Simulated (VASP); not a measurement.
Level of theory: LDA (Ceperley-Alder, Perdew-Zunger), VASP's LDA PAW potentials (set 64) (plane waves; VASP 6.6.1).

The input files of a VASP run:

### KPOINTS
```
Automatic mesh
0
Gamma
10 10 6
0 0 0
```

### INCAR
```
EDIFF = 1E-6   ! SCF stop (eV)
LCHARG = .FALSE.
ISIF = 3   ! ions, shape and volume
LWAVE = .FALSE.
IBRION = 2   ! conjugate gradients
EDIFFG = -0.01
ALGO = Normal
SIGMA = 0.1
LMAXMIX = 4   ! l cut-off of mixed one-centre charges
LASPH = .TRUE.   ! aspherical one-centre terms
PREC = Accurate
ISMEAR = 1   ! Methfessel-Paxton
SYSTEM = Y
LREAL = .FALSE.
NSW = 60
ENCUT = 520   ! plane-wave cut-off (eV)
NELM = 100   ! most electronic steps
```

### POSCAR
```
Y
1
    1.8250000000    -3.1609930000     0.0000000000
    1.8250000000     3.1609930000     0.0000000000
    0.0000000000     0.0000000000     5.7300000000
Y
2
Direct
  0.3333330000   0.6666670000   0.2500000000
  0.6666670000   0.3333330000   0.7500000000
```

POTCAR, in this order: Y_sv (LDA.64 set). Program: vasp_std.

The resulting files:

File OSZICAR:
```
       N       E                     dE             d eps       ncg     rms          rms(c)
DAV:   1     0.851721398878E+02    0.85172E+02   -0.11537E+04  1688   0.139E+03
DAV:   2    -0.693847660946E+01   -0.92111E+02   -0.91140E+02  2101   0.284E+02
DAV:   3    -0.141263818888E+02   -0.71879E+01   -0.71408E+01  3185   0.473E+01
DAV:   4    -0.142655332780E+02   -0.13915E+00   -0.13911E+00  1884   0.751E+00
DAV:   5    -0.142699423973E+02   -0.44091E-02   -0.44090E-02  2490   0.958E-01    0.327E+01
DAV:   6    -0.139000904005E+02    0.36985E+00   -0.44688E-01  1680   0.461E+00    0.203E+01
DAV:   7    -0.138240239498E+02    0.76066E-01   -0.85715E-01  2150   0.572E+00    0.166E+00
DAV:   8    -0.138113672823E+02    0.12657E-01   -0.15717E-01  2023   0.264E+00    0.868E-01
DAV:   9    -0.138109679208E+02    0.39936E-03   -0.45551E-03  2281   0.490E-01    0.363E-01
DAV:  10    -0.138110095353E+02   -0.41615E-04   -0.11768E-03  1877   0.356E-01    0.207E-01
DAV:  11    -0.138109953608E+02    0.14175E-04   -0.67598E-05  2372   0.751E-02    0.261E-02
DAV:  12    -0.138109949947E+02    0.36608E-06   -0.14830E-05  1992   0.383E-02    0.259E-02
DAV:  13    -0.138109945024E+02    0.49226E-06   -0.45125E-06  1819   0.227E-02
   1 F= -.13810995E+02 E0= -.13812173E+02  d E =-.138110E+02
       N       E                     dE             d eps       ncg     rms          rms(c)
DAV:   1    -0.165035778317E+02   -0.26926E+01   -0.55460E+01  2397   0.544E+01    0.115E+01
DAV:   2    -0.142619863461E+02    0.22416E+01   -0.48199E+00  1930   0.168E+01    0.534E+00
DAV:   3    -0.137161613719E+02    0.54582E+00   -0.40103E+00  2717   0.111E+01    0.284E+00
DAV:   4    -0.138181874393E+02   -0.10203E+00   -0.33940E-01  1974   0.336E+00    0.109E+00
DAV:   5    -0.138923517673E+02   -0.74164E-01   -0.28114E-01  2987   0.192E+00    0.715E-01
DAV:   6    -0.138910658958E+02    0.12859E-02   -0.66245E-03  1916   0.532E-01    0.465E-01
DAV:   7    -0.138941438056E+02   -0.30779E-02   -0.32751E-03  1729   0.589E-01    0.750E-02
DAV:   8    -0.138941128208E+02    0.30985E-04   -0.23557E-04  2247   0.750E-02    0.409E-02
DAV:   9    -0.138941470747E+02   -0.34254E-04   -0.96981E-05  3035   0.469E-02    0.451E-03
DAV:  10    -0.138941471490E+02   -0.74325E-07   -0.12855E-06  1145   0.709E-03
   2 F= -.13894147E+02 E0= -.13894720E+02  d E =-.831526E-01
       N       E                     dE             d eps       ncg     rms          rms(c)
DAV:   1    -0.139641491786E+02   -0.70002E-01   -0.14078E+00  2342   0.863E+00    0.189E+00
DAV:   2    -0.139073509484E+02    0.56798E-01   -0.18224E-01  2209   0.300E+00    0.901E-01
DAV:   3    -0.138923714757E+02    0.14979E-01   -0.12452E-01  2688   0.196E+00    0.526E-01
DAV:   4    -0.138950451706E+02   -0.26737E-02   -0.84483E-03  1922   0.601E-01    0.249E-01
DAV:   5    -0.138976284264E+02   -0.25833E-02   -0.83147E-03  2923   0.387E-01    0.110E-01
DAV:   6    -0.138975743365E+02    0.54090E-04   -0.19071E-04  2086   0.803E-02    0.551E-02
DAV:   7    -0.138976266464E+02   -0.52310E-04   -0.53627E-05  1716   0.717E-02    0.140E-02
DAV:   8    -0.138976256557E+02    0.99071E-06   -0.72866E-06  1717   0.101E-02
   3 F= -.13897626E+02 E0= -.13898182E+02  d E =-.866312E-01
       N       E                     dE             d eps       ncg     rms          rms(c)
DAV:   1    -0.138983270403E+02   -0.70039E-03   -0.15184E-02  2348   0.900E-01    0.196E-01
DAV:   2    -0.138977064238E+02    0.62062E-03   -0.18792E-03  2216   0.310E-01    0.927E-02
DAV:   3    -0.138975405935E+02    0.16583E-03   -0.13055E-03  2678   0.203E-01    0.549E-02
DAV:   4    -0.138975695975E+02   -0.29004E-04   -0.99835E-05  1952   0.628E-02    0.247E-02
DAV:   5    -0.138975966763E+02   -0.27079E-04   -0.10018E-04  3028   0.411E-02    0.123E-02
DAV:   6    -0.138975954195E+02    0.12568E-05   -0.36040E-06  1543   0.103E-02    0.665E-03
DAV:   7    -0.138975961927E+02   -0.77312E-06   -0.11044E-06   889   0.101E-02
   4 F= -.13897596E+02 E0= -.13898154E+02  d E =-.866017E-01
       N       E                     dE             d eps       ncg     rms          rms(c)
DAV:   1    -0.138990741625E+02   -0.14787E-02   -0.62679E-02  1680   0.203E+00    0.176E-01
DAV:   2    -0.138982519950E+02    0.82217E-03   -0.20066E-03  1862   0.324E-01    0.107E-01
DAV:   3    -0.138979216559E+02    0.33034E-03   -0.10216E-03  2100   0.235E-01    0.630E-02
DAV:   4    -0.138979270067E+02   -0.53509E-05   -0.35517E-05  1955   0.434E-02    0.255E-02
DAV:   5    -0.138979238914E+02    0.31154E-05   -0.12494E-05  2226   0.246E-02    0.427E-03
DAV:   6    -0.138979238558E+02    0.35587E-07   -0.43402E-07   875   0.499E-03
   5 F= -.13897924E+02 E0= -.13898520E+02  d E =-.327663E-03
       N       E                     dE             d eps       ncg     rms          rms(c)
DAV:   1    -0.138999282500E+02   -0.20044E-02   -0.10175E-01  1680   0.259E+00    0.223E-01
DAV:   2    -0.138986071307E+02    0.13211E-02   -0.32410E-03  1869   0.412E-01    0.135E-01
DAV:   3    -0.138980745235E+02    0.53261E-03   -0.16249E-03  2107   0.298E-01    0.797E-02
DAV:   4    -0.138980826861E+02   -0.81626E-05   -0.55398E-05  1969   0.544E-02    0.325E-02
DAV:   5    -0.138980777455E+02    0.49406E-05   -0.19355E-05  2240   0.308E-02    0.543E-03
DAV:   6    -0.138980776908E+02    0.54634E-07   -0.66942E-07   903   0.620E-03
   6 F= -.13898078E+02 E0= -.13898701E+02  d E =-.481498E-03
       N       E                     dE             d eps       ncg     rms          rms(c)
DAV:   1    -0.138990402670E+02   -0.96252E-03   -0.20025E-02  2411   0.103E+00    0.224E-01
DAV:   2    -0.138982251441E+02    0.81512E-03   -0.24416E-03  2228   0.353E-01    0.106E-01
DAV:   3    -0.138980145173E+02    0.21063E-03   -0.16520E-03  2644   0.226E-01    0.600E-02
DAV:   4    -0.138980541453E+02   -0.39628E-04   -0.12282E-04  1920   0.688E-02    0.288E-02
DAV:   5    -0.138980889743E+02   -0.34829E-04   -0.12485E-04  2949   0.450E-02    0.146E-02
DAV:   6    -0.138980880143E+02    0.95995E-06   -0.29390E-06  1498   0.955E-03
   7 F= -.13898088E+02 E0= -.13898707E+02  d E =-.103235E-04
       N       E                     dE             d eps       ncg     rms          rms(c)
DAV:   1    -0.138982347982E+02   -0.14582E-03   -0.29713E-03  2348   0.396E-01    0.858E-02
DAV:   2    -0.138981171130E+02    0.11769E-03   -0.37207E-04  2173   0.138E-01    0.413E-02
DAV:   3    -0.138980849859E+02    0.32127E-04   -0.24956E-04  2670   0.884E-02    0.237E-02
DAV:   4    -0.138980907130E+02   -0.57271E-05   -0.18986E-05  1911   0.270E-02    0.112E-02
DAV:   5    -0.138980959097E+02   -0.51967E-05   -0.19722E-05  2595   0.182E-02    0.574E-03
DAV:   6    -0.138980957000E+02    0.20978E-06   -0.51687E-07   876   0.495E-03
   8 F= -.13898096E+02 E0= -.13898716E+02  d E =-.180091E-04
```

### OUTCAR
```
------------------------ aborting loop because EDIFF is reached ----------------------------------------
  FORCE on cell =-STRESS in cart. coord.  units (eV):
  Direction    XX          YY          ZZ          XY          YZ          ZX
  --------------------------------------------------------------------------------------
  Total       -0.0058975     -0.0058976     -0.0054825      0.0000000      0.0000000      0.0000000
  in kB       -0.1579991     -0.1579992     -0.1468795      0.0000000      0.0000000      0.0000000
  external PRESSURE =      -0.1542926 kB  Pullay stress =       0.0000000 kB
  volume of cell :       59.80
      direct lattice vectors                 reciprocal lattice vectors
     1.775937376 -3.076014020  0.000000000     0.281541459 -0.162548024 -0.000000000
     1.775937376  3.076014020 -0.000000000     0.281541459  0.162548024 -0.000000000
     0.000000000 -0.000000000  5.473706425     0.000000000  0.000000000  0.182691566
 POSITION                                       TOTAL-FORCE (eV/Angst)
 -----------------------------------------------------------------------------------
      1.77594      1.02534      1.36843        -0.000000      0.000000      0.000000
      1.77594     -1.02534      4.10528         0.000000     -0.000000     -0.000000
 -----------------------------------------------------------------------------------
    total drift:                                0.000000      0.000505     -0.000010
  FREE ENERGIE OF THE ION-ELECTRON SYSTEM (eV)
  ---------------------------------------------------
  free  energy   TOTEN  =       -13.8980957000 eV

  energy  without entropy=      -13.8999579345  energy(sigma->0) =      -13.89871644

 reached required accuracy - stopping structural energy minimisation
```
(Selected blocks of OUTCAR.)

CONTCAR:
```
Y
   1.00000000000000
     1.7759373760888333   -3.0760140202599899    0.0000000000000000
     1.7759373760888333    3.0760140202599899   -0.0000000000000000
     0.0000000000000000   -0.0000000000000000    5.4737064247039893
  Y
     2
Direct
     0.3333330000000032    0.6666669999999968    0.2500000000000000
     0.6666669999999968    0.3333330000000032    0.7500000000000000
```

File OUTCAR:
```
 val. band max:        3.3218604744   @ k =   0.2000  -0.0000   0.3333

 cond. band min:       3.3295196540   @ k =   0.5000   0.0000   0.3333


 Fermi energy:         3.3251045558

 k-point     1 :       0.0000    0.0000    0.0000
  band No.  band energies     occupation
      1     -38.9503      2.00000
      2     -38.8300      2.00000
      3     -19.4953      2.00000
      4     -18.8408      2.00000
      5     -18.8408      2.00000
      6     -18.7081      2.00000
      7     -18.7081      2.00000
      8     -18.6427      2.00000
      9      -1.5123      2.00000
     10       1.2885      2.00000
     11       4.7120     -0.00000
     12       5.0314     -0.00000
     13       5.0314     -0.00000
     14       5.5409      0.00000
     15       5.7441      0.00000

 k-point     2 :       0.1000   -0.0000    0.0000
  band No.  band energies     occupation
      1     -38.9429      2.00000
      2     -38.8278      2.00000
      3     -19.4708      2.00000
      4     -18.8883      2.00000
      5     -18.8575      2.00000
      6     -18.7584      2.00000
      7     -18.7134      2.00000
      8     -18.6552      2.00000
      9      -1.2788      2.00000
     10       1.5010      2.00000
     11       4.3949     -0.00000
     12       4.5418     -0.00000
     13       5.2493     -0.00000
     14       5.5031      0.00000
     15       5.8539      0.00000

 k-point     3 :       0.2000   -0.0000    0.0000
  band No.  band energies     occupation
      1     -38.9229      2.00000
      2     -38.8227      2.00000
      3     -19.4021      2.00000
      4     -19.0131      2.00000
      5     -18.8991      2.00000
      6     -18.8848      2.00000
      7     -18.7291      2.00000
      8     -18.6927      2.00000
      9      -0.6306      2.00000
     10       2.0122      2.00000
     11       3.6900     -0.00000
     12       3.8541     -0.00000
     13       5.0490     -0.00000
     14       5.4605      0.00000
     15       5.4784      0.00000
...
```

Energy and stress use the plane-wave basis of the starting cell.

The compound is Y in the hcp structure. This run relaxes it. Symmetry was kept, so distortions that lower it aren't found.
